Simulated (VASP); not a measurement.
Data:

```xyz
2
Lattice="0.0000 2.8257 2.8257 2.8257 0.0000 2.8257 2.8257 2.8257 0.0000" Properties=species:S:1:pos:R:3 pbc="T T T"
Al     0.0000     0.0000     0.0000
As     1.4129     1.4129     1.4129
```

The numbers are results of optB86b-vdW, VASP's PBE PAW potentials (set 64) (plane waves; VASP), not measurements. Numerical set-up: 520 eV cut-off, 8×8×8 Γ-centred mesh, Gaussian smearing of 0.050 eV, potentials Al As.

Q: Estimate the energy per atom (σ→0), pressure, band gap (on the k-mesh) with the smallest direct gap where there is one.

A: 
band gap (on the k-mesh): 1.43 eV
smallest direct gap (on the k-mesh): 2.10 eV
energy per atom (σ→0): -3.354 eV/atom
pressure: 2.28 GPa

Total energies compare only between runs with the same potentials, cut-off and functional.

The compound is AlAs in the zinc blende structure. This cell is one point of a volume scan, at 0.97 of the reference volume.
